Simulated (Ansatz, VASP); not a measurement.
# Ti (Titanium): VASP beside Ansatz, part 2 of 2

Wanted: the spread between two codes on one cell, functional and k mesh. The cell is taken from a series of runs on this material, whose earlier steps may have relaxed, scaled, displaced or heated it; both programs get it as it stands.

VASP 6.6.1 and Ansatz 0.2.0.

So far: The starting structure; Ansatz: zone-centre phonons, PBEsol.

## Step 3: VASP: zone-centre phonons, PBEsol

Level of this step: PBEsol; plane waves and PAW (Ti_sv) (VASP).

The same cell, functional, mesh and smearing now go to VASP, with its own data sets.

Lines of VASP's logs that name or quote its potential files are left out, and so is its time.

Contents of INCAR:

```
SYSTEM = Ti
PREC = Accurate
ENCUT = 500
EDIFF = 1E-08
NELM = 120
ISMEAR = 1
SIGMA = 0.2
LREAL = .FALSE.
ALGO = Normal
GGA = PS
NBANDS = 18
LASPH = .TRUE.
LORBIT = 11
LWAVE = .FALSE.
LCHARG = .FALSE.
ISIF = 2
IBRION = 8
GGA_COMPAT = .FALSE.
KPAR = 2
```

Contents of POSCAR:

```
Ti
1.0
    2.8663808856      0.0000000000      0.0000000000
   -1.4331904428      2.4823586638      0.0000000000
    0.0000000000      0.0000000000      4.7722900229
Ti
2
Direct
    0.3333333531      0.6666666469      0.2500000000
    0.6666666469      0.3333333531      0.7500000000
```

Contents of KPOINTS:

```
Automatic mesh
0
Gamma
18 18 12
0 0 0
```

The projector-augmented-wave data sets are Ti_sv (PBE family, release 64).

Run with:

```
$ mpirun -np 2 vasp_std
```

Numbers of over 12 decimals in the logs are rounded to 6 here.

The log of the run:

```text
[banner, memory and clock lines left out]
running    2 mpi-ranks, on    1 nodes
 distrk:  each k-point on    1 cores,    2 groups
 distr:  one band on    1 cores,    1 groups

 POSCAR found type information on POSCAR Ti
 POSCAR found :  1 types and       2 ions
|                                                                             |
|               ----> ADVICE to this user running VASP <----                  |
|                                                                             |
|     You enforced a specific xc type in the INCAR file but a different       |
|     [... a line on the potential file left out ...]
|     I HOPE YOU KNOW WHAT YOU ARE DOING!                                     |
|                                                                             |

 LDA part: xc-table for (Slater+PW92), standard interpolation
 POSCAR, INCAR and KPOINTS ok, starting setup
 FFT: planning ... GRIDC
 FFT: planning ... GRID_SOFT
 FFT: planning ... GRID
 WAVECAR not read
 entering main loop
       N       E                     dE             d eps       ncg     rms          rms(c)
DAV:   1     0.255595268678E+03    0.25560E+03   -0.12917E+04  9332   0.163E+03
DAV:   2     0.109924500973E+02   -0.24460E+03   -0.24139E+03  9476   0.452E+02
DAV:   3    -0.177305657076E+02   -0.28723E+02   -0.28359E+02 17632   0.127E+02
DAV:   4    -0.188546112177E+02   -0.11240E+01   -0.11231E+01 10668   0.266E+01
DAV:   5    -0.189100164926E+02   -0.55405E-01   -0.55393E-01 14664   0.417E+00    0.127E+01
DAV:   6    -0.166643878683E+02    0.22456E+01   -0.80630E+00 10932   0.299E+01    0.312E+00
DAV:   7    -0.166350502256E+02    0.29338E-01   -0.89654E-01 14264   0.718E+00    0.208E+00
DAV:   8    -0.166609353510E+02   -0.25885E-01   -0.21896E-01 10926   0.569E+00    0.705E-01
DAV:   9    -0.166524170006E+02    0.85184E-02   -0.52797E-02 11196   0.233E+00    0.729E-02
DAV:  10    -0.166527332440E+02   -0.31624E-03   -0.27677E-03 13746   0.354E-01    0.999E-02
DAV:  11    -0.166528263633E+02   -0.93119E-04   -0.25394E-04 10884   0.121E-01    0.334E-02
DAV:  12    -0.166528199473E+02    0.64160E-05   -0.45936E-05 11814   0.522E-02    0.772E-03
DAV:  13    -0.166528201443E+02   -0.19691E-06   -0.11417E-06 11330   0.999E-03    0.188E-03
DAV:  14    -0.166528203833E+02   -0.23901E-06   -0.33980E-07 13678   0.408E-03    0.821E-04
DAV:  15    -0.166528203626E+02    0.20647E-07   -0.18309E-08  8338   0.122E-03    0.494E-04
DAV:  16    -0.166528203585E+02    0.40918E-08   -0.11030E-08  6896   0.949E-04
   1 F= -.16652820E+02 E0= -.16654402E+02  d E =0.474456E-02
 Linear response reoptimize wavefunctions to high precision
DAV:   1    -0.166528203716E+02   -0.13086E-07   -0.14173E-09  6308   0.382E-04
DAV:   2    -0.166528203717E+02   -0.50022E-10   -0.21909E-10  5288   0.124E-04
 Linear response DOF=           2
 Linear response progress:
  Degree of freedom:   1/  2
       N       E                     dE             d eps       ncg     rms          rms(c)
 HAMIL_LR internal error: the vector H(1)-e(1) S(1) |phi(0)> is not orthogonal t
 o |phi(0)>        1022           9 -1.537111444987142E-004
 HAMIL_LR internal error: the vector H(1)-e(1) S(1) |phi(0)> is not orthogonal t
 o |phi(0)>        1024           9 -1.513016735502117E-004
 HAMIL_LR internal error: the vector H(1)-e(1) S(1) |phi(0)> is not orthogonal t
 o |phi(0)>        1026           9 -1.464027947361141E-004
 HAMIL_LR internal error: the vector H(1)-e(1) S(1) |phi(0)> is not orthogonal t
 o |phi(0)>        1028           9 -1.374196955326590E-004
 HAMIL_LR internal error: the vector H(1)-e(1) S(1) |phi(0)> is not orthogonal t
 o |phi(0)>        1030          10 -1.226852328062716E-004
 HAMIL_LR internal error: the vector H(1)-e(1) S(1) |phi(0)> is not orthogonal t
 o |phi(0)>        1032          10 -1.040950557183173E-004
 HAMIL_LR internal error: the vector H(1)-e(1) S(1) |phi(0)> is not orthogonal t
 o |phi(0)>        1040           9 -1.506289280418134E-004
 HAMIL_LR internal error: the vector H(1)-e(1) S(1) |phi(0)> is not orthogonal t
 o |phi(0)>        1042           9 -1.468312777885630E-004
 HAMIL_LR internal error: the vector H(1)-e(1) S(1) |phi(0)> is not orthogonal t
 o |phi(0)>        1044          10 -1.421057793473887E-004
 HAMIL_LR internal error: the vector H(1)-e(1) S(1) |phi(0)> is not orthogonal t
 o |phi(0)>        1052           9 -1.277118479450084E-004
 HAMIL_LR internal error: the vector H(1)-e(1) S(1) |phi(0)> is not orthogonal t
 o |phi(0)>        1054          10 -1.025334162609165E-004
 HAMIL_LR internal error: the vector H(1)-e(1) S(1) |phi(0)> is not orthogonal t
 o |phi(0)>        1084          10 -1.098112894862002E-004
 HAMIL_LR internal error: the vector H(1)-e(1) S(1) |phi(0)> is not orthogonal t
 o |phi(0)>        1106          10 -1.019309346422248E-004
 HAMIL_LR internal error: the vector H(1)-e(1) S(1) |phi(0)> is not orthogonal t
[...]
o |phi(0)>        1024           9 -1.514107021913132E-004
 HAMIL_LR internal error: the vector H(1)-e(1) S(1) |phi(0)> is not orthogonal t
 o |phi(0)>        1026           9 -1.465127068036309E-004
 HAMIL_LR internal error: the vector H(1)-e(1) S(1) |phi(0)> is not orthogonal t
 o |phi(0)>        1028           9 -1.375304406837016E-004
 HAMIL_LR internal error: the vector H(1)-e(1) S(1) |phi(0)> is not orthogonal t
[...]
o |phi(0)>        1054          10 -1.025807946786611E-004
 HAMIL_LR internal error: the vector H(1)-e(1) S(1) |phi(0)> is not orthogonal t
 o |phi(0)>        1084          10 -1.098996295628984E-004
 HAMIL_LR internal error: the vector H(1)-e(1) S(1) |phi(0)> is not orthogonal t
 o |phi(0)>        1106          10 -1.019962122832396E-004
 HAMIL_LR internal error: the vector H(1)-e(1) S(1) |phi(0)> is not orthogonal t
 o |phi(0)>        1047           9 -1.398732411836898E-004
 HAMIL_LR internal error: the vector H(1)-e(1) S(1) |phi(0)> is not orthogonal t
 o |phi(0)>        1049          10 -1.265546204337331E-004
 HAMIL_LR internal error: the vector H(1)-e(1) S(1) |phi(0)> is not orthogonal t
 o |phi(0)>        1057          10 -1.104613720663561E-004
 HAMIL_LR internal error: the vector H(1)-e(1) S(1) |phi(0)> is not orthogonal t
 o |phi(0)>        1077           9 -1.358970502767232E-004
 HAMIL_LR internal error: the vector H(1)-e(1) S(1) |phi(0)> is not orthogonal t
 o |phi(0)>        1079           9 -1.254315748559637E-004
 HAMIL_LR internal error: the vector H(1)-e(1) S(1) |phi(0)> is not orthogonal t
 o |phi(0)>        1081          10 -1.164456996331775E-004
RMM:  19    -0.537277996213E+00   -0.10549E-06   -0.11418E-06103081   0.438E-04    0.410E-05
 HAMIL_LR internal error: the vector H(1)-e(1) S(1) |phi(0)> is not orthogonal t
 o |phi(0)>        1047           9 -1.398732389410046E-004
 HAMIL_LR internal error: the vector H(1)-e(1) S(1) |phi(0)> is not orthogonal t
 o |phi(0)>        1049          10 -1.265546186458577E-004
 HAMIL_LR internal error: the vector H(1)-e(1) S(1) |phi(0)> is not orthogonal t
 o |phi(0)>        1057          10 -1.104613700643048E-004
 HAMIL_LR internal error: the vector H(1)-e(1) S(1) |phi(0)> is not orthogonal t
 o |phi(0)>        1077           9 -1.358970482221306E-004
 HAMIL_LR internal error: the vector H(1)-e(1) S(1) |phi(0)> is not orthogonal t
 o |phi(0)>        1079           9 -1.254315729101313E-004
 HAMIL_LR internal error: the vector H(1)-e(1) S(1) |phi(0)> is not orthogonal t
 o |phi(0)>        1081          10 -1.164456979825673E-004
 HAMIL_LR internal error: the vector H(1)-e(1) S(1) |phi(0)> is not orthogonal t
 o |phi(0)>        1022           9 -1.538196405717878E-004
 HAMIL_LR internal error: the vector H(1)-e(1) S(1) |phi(0)> is not orthogonal t
 o |phi(0)>        1024           9 -1.514106921176872E-004
 HAMIL_LR internal error: the vector H(1)-e(1) S(1) |phi(0)> is not orthogonal t
 o |phi(0)>        1026           9 -1.465126968001398E-004
 HAMIL_LR internal error: the vector H(1)-e(1) S(1) |phi(0)> is not orthogonal t
 o |phi(0)>        1028           9 -1.375304308376124E-004
 HAMIL_LR internal error: the vector H(1)-e(1) S(1) |phi(0)> is not orthogonal t
 o |phi(0)>        1030          10 -1.227954539651244E-004
 HAMIL_LR internal error: the vector H(1)-e(1) S(1) |phi(0)> is not orthogonal t
 o |phi(0)>        1032          10 -1.042024872957847E-004
 HAMIL_LR internal error: the vector H(1)-e(1) S(1) |phi(0)> is not orthogonal t
 o |phi(0)>        1040           9 -1.507339766951884E-004
 HAMIL_LR internal error: the vector H(1)-e(1) S(1) |phi(0)> is not orthogonal t
 o |phi(0)>        1042           9 -1.469366243859981E-004
 HAMIL_LR internal error: the vector H(1)-e(1) S(1) |phi(0)> is not orthogonal t
 o |phi(0)>        1044          10 -1.421995726143335E-004
 HAMIL_LR internal error: the vector H(1)-e(1) S(1) |phi(0)> is not orthogonal t
 o |phi(0)>        1052           9 -1.278172684134604E-004
 HAMIL_LR internal error: the vector H(1)-e(1) S(1) |phi(0)> is not orthogonal t
 o |phi(0)>        1054          10 -1.025807933486556E-004
 HAMIL_LR internal error: the vector H(1)-e(1) S(1) |phi(0)> is not orthogonal t
 o |phi(0)>        1084          10 -1.098996277805464E-004
 HAMIL_LR internal error: the vector H(1)-e(1) S(1) |phi(0)> is not orthogonal t
 o |phi(0)>        1106          10 -1.019962108123329E-004
RMM:  20    -0.537278042615E+00   -0.46403E-07   -0.10231E-06107389   0.384E-04    0.425E-05
 first order change of Fermi-energy   0.11253E-03
 force on displaced ion       1 direction 1 :  -1.281   0.000   0.000
 Linear response progress:
  Degree of freedom:   2/  2
       N       E                     dE             d eps       ncg     rms          rms(c)
RMM:   1    -0.710693142311E+00   -0.71069E+00    0.28704E+01 14255   0.145E+02
RMM:   2    -0.674185417584E+00    0.36508E-01   -0.34385E-01 26125   0.472E+00    0.288E-01
RMM:   3    -0.671729636106E+00    0.24558E-02   -0.25238E-02 28609   0.131E+00    0.130E-01
RMM:   4    -0.672964098525E+00   -0.12345E-02   -0.11708E-02 32805   0.598E-01    0.621E-02
RMM:   5    -0.673359121259E+00   -0.39502E-03   -0.19261E-03 31098   0.238E-01    0.198E-02
RMM:   6    -0.673966743322E+00   -0.60762E-03   -0.79895E-04 35273   0.124E-01    0.114E-02
RMM:   7    -0.674320105988E+00   -0.35336E-03   -0.14828E-04 34894   0.561E-02    0.726E-03
RMM:   8    -0.674845593414E+00   -0.52549E-03   -0.48403E-05 31989   0.333E-02    0.228E-03
RMM:   9    -0.674847663261E+00   -0.20698E-05   -0.16851E-05 35540   0.171E-02    0.818E-04
RMM:  10    -0.674820704980E+00    0.26958E-04   -0.10838E-05 34570   0.954E-03    0.372E-04
RMM:  11    -0.674828788320E+00   -0.80833E-05   -0.73115E-06 36593   0.557E-03    0.239E-04
RMM:  12    -0.674835517467E+00   -0.67291E-05   -0.35962E-06 34480   0.347E-03    0.762E-05
RMM:  13    -0.674839472819E+00   -0.39554E-05   -0.35620E-06 36139   0.235E-03    0.103E-04
RMM:  14    -0.674837241805E+00    0.22310E-05   -0.21680E-06 35114   0.161E-03    0.264E-05
[...]
RMM:  18    -0.674837056433E+00   -0.18102E-06   -0.76206E-07 34424   0.630E-04    0.355E-05
RMM:  19    -0.674837198293E+00   -0.14186E-06   -0.42584E-07 35594   0.544E-04    0.318E-05
RMM:  20    -0.674837040038E+00    0.15825E-06   -0.32082E-07 32240   0.492E-04    0.474E-05
RMM:  21    -0.674837546051E+00   -0.50601E-06   -0.24852E-07 31272   0.481E-04    0.230E-05
RMM:  22    -0.674837649680E+00   -0.10363E-06   -0.31875E-07 34011   0.409E-04    0.191E-05
RMM:  23    -0.674837695289E+00   -0.45610E-07    0.35266E-08 36597   0.369E-04    0.181E-05
RMM:  24    -0.674837717501E+00   -0.22212E-07   -0.12180E-07 35860   0.340E-04    0.182E-05
RMM:  25    -0.674837801100E+00   -0.83599E-07   -0.70010E-09 35020   0.319E-04    0.202E-05
 first order change of Fermi-energy  -0.25785E-03
 force on displaced ion       1 direction 3 :  -0.000   0.000  -2.845
 Linear response finished
```

OUTCAR, selected parts (step 3):

```text
ion  position               nearest neighbor table
   1  0.333  0.667  0.250-   2 2.90   2 2.90   2 2.90   2 2.90   2 2.90   2 2.90
   2  0.667  0.333  0.750-   1 2.90   1 2.90   1 2.90   1 2.90   1 2.90   1 2.90

  LATTYP: Found a hexagonal cell.
 ALAT       =     2.8663808856
 C/A-ratio  =     1.6649183111

 Subroutine GETGRP returns: Found 24 space group operations
 (whereof 12 operations were pure point group operations)

The static configuration has the point symmetry D_3d.
 The point group associated with its full space group is D_6h.

 Found    259 irreducible k-points:

   k-points           NKPTS =    259   k-points in BZ     NKDIM =    259   number of bands    NBANDS=     18

   dimension x,y,z NGX =    24 NGY =   24 NGZ =   36
   dimension x,y,z NGXF=    48 NGYF=   48 NGZF=   72

   ENCUT  =  500.0 eV  36.75 Ry    6.06 a.u.   5.23  5.23  8.70*2*pi/ulx,y,z

   NELECT =      24.0000    total number of electrons

 k-points in reciprocal lattice and weights: Automatic mesh
   0.00000000  0.00000000  0.00000000       0.000
   0.05555556  0.00000000  0.00000000       0.002
   0.11111111  0.00000000  0.00000000       0.002
   0.16666667  0.00000000  0.00000000       0.002
   0.22222222  0.00000000  0.00000000       0.002
   0.27777778  0.00000000  0.00000000       0.002
   0.33333333  0.00000000  0.00000000       0.002
   0.38888889  0.00000000  0.00000000       0.002
   0.44444444  0.00000000  0.00000000       0.002
[...]
0.33333333  0.27777778  0.50000000       0.003
   0.33333333  0.33333333  0.50000000       0.001

 average (electrostatic) potential at core
       1 -72.0031       2 -72.0031

  Total       -0.0617015     -0.0617015     -1.2335406     -0.0000000      0.0000000     -0.0000000
  in kB       -2.9112584     -2.9112584    -58.2021148     -0.0000000      0.0000000     -0.0000000
  external PRESSURE =     -21.3415439 kB  Pullay stress =       0.0000000 kB

  energy-cutoff  :      500.00
  volume of cell :       33.96
      direct lattice vectors                 reciprocal lattice vectors
     2.866380886  0.000000000  0.000000000     0.348871989  0.201421337  0.000000000
    -1.433190443  2.482358664  0.000000000     0.000000000  0.402842673  0.000000000
     0.000000000  0.000000000  4.772290023     0.000000000  0.000000000  0.209543007

 POSITION                                       TOTAL-FORCE (eV/Angst)
 -----------------------------------------------------------------------------------
      0.00000      1.65491      1.19307         0.000000     -0.000000      0.000000
      1.43319      0.82745      3.57922        -0.000000      0.000000      0.000000
 -----------------------------------------------------------------------------------
    total drift:                               -0.000054      0.000031     -0.000001

 Eigenvectors and eigenvalues of the dynamical matrix
 ----------------------------------------------------

   1 f  =    5.389398 THz    33.862586 2PiTHz  179.770963 cm-1    22.288749 meV
             X         Y         Z           dx          dy          dz
      0.000000  1.654906  1.193073     0.000000    0.000000   -0.707107
      1.433190  0.827453  3.579218    -0.000000    0.000000    0.707107

   2 f  =    3.616026 THz    22.720161 2PiTHz  120.617641 cm-1    14.954675 meV
             X         Y         Z           dx          dy          dz
      0.000000  1.654906  1.193073    -0.707107    0.000001   -0.000000
      1.433190  0.827453  3.579218     0.707107   -0.000001    0.000000

   3 f  =    3.616026 THz    22.720161 2PiTHz  120.617641 cm-1    14.954675 meV
             X         Y         Z           dx          dy          dz
      0.000000  1.654906  1.193073     0.000001    0.707107    0.000000
      1.433190  0.827453  3.579218    -0.000001   -0.707107    0.000000

   4 f  =    0.000000 THz     0.000000 2PiTHz    0.000001 cm-1     0.000000 meV
             X         Y         Z           dx          dy          dz
      0.000000  1.654906  1.193073     0.188198    0.681602    0.000000
      1.433190  0.827453  3.579218     0.188198    0.681602    0.000000

   5 f  =    0.000000 THz     0.000000 2PiTHz    0.000000 cm-1     0.000000 meV
             X         Y         Z           dx          dy          dz
      0.000000  1.654906  1.193073    -0.000000   -0.000000    0.707107
      1.433190  0.827453  3.579218     0.000000    0.000000    0.707107

   6 f/i=    0.000000 THz     0.000000 2PiTHz    0.000001 cm-1     0.000000 meV
             X         Y         Z           dx          dy          dz
      0.000000  1.654906  1.193073    -0.681602    0.188198    0.000000
      1.433190  0.827453  3.579218    -0.681602    0.188198    0.000000

 ELASTIC MODULI CONTR FROM IONIC RELAXATION (kBar)
 Direction    XX          YY          ZZ          XY          YZ          ZX
 --------------------------------------------------------------------------------
 XX        -111.4659    111.4659     -0.0000     -0.0000      0.0000      0.0000
 YY         111.4659   -111.4659      0.0000      0.0000      0.0000      0.0000
 ZZ          -0.0000      0.0000     -0.0000     -0.0000      0.0000      0.0000
 XY          -0.0000      0.0000     -0.0000   -111.4659      0.0000      0.0000
 YZ           0.0000      0.0000      0.0000      0.0000      0.0000      0.0000
 ZX           0.0000      0.0000      0.0000      0.0000      0.0000      0.0000
 --------------------------------------------------------------------------------
```

## Step 4: Differences

Known differences besides the potentials themselves: the cutoff is 420 eV in Ansatz and 500 eV in VASP; Ansatz makes its cores anew for this functional, VASP keeps those of its PBE data sets. Total energies have different zeros and are not compared.

Both answers:

```tsv
quantity	Ansatz	VASP	difference
optical mode 1 to 2 (cm⁻¹)	119.6	120.6	-0.81 %
optical mode 3 (cm⁻¹)	179.2	179.8	-0.29 %
```

Modes are paired by rising frequency, not by their patterns, so a pair may set unlike modes beside each other; they are those without the splitting of longitudinal modes.

## Step 5: Results

```yaml
r_m_s_difference_of_the_optical_zone_centre_modes_each_program_s_sorted_by_frequency_zone_centre_phonons_pbesol: 0.85 cm⁻¹
difference_in_optical_mode_1_to_2_zone_centre_phonons_pbesol: -0.8 %
```

The r.m.s. difference of the optical zone-centre modes, each program's sorted by frequency is 0.85 cm⁻¹ (zone-centre phonons, PBEsol). Among the rows given in per cent, the largest difference of the zone-centre phonons, PBEsol pair is in optical mode 1 to 2, -0.8 %. Such differences can come from data sets, numerical settings and the points named under the comparisons, not from the functional's error against experiment.

[Lines on the potential files, build, host, timing and source positions are cut from VASP's logs without a mark.]

[Logs are printed without paths, hosts, clocks, repeated set-up lines and the standing remarks that a program may print on its own settings, such as how far it seeks lower states.]

[Hosts, paths, dates, database ids (printed as entryN), source tags and the programs' standing remarks are cut or masked in the printed files.]
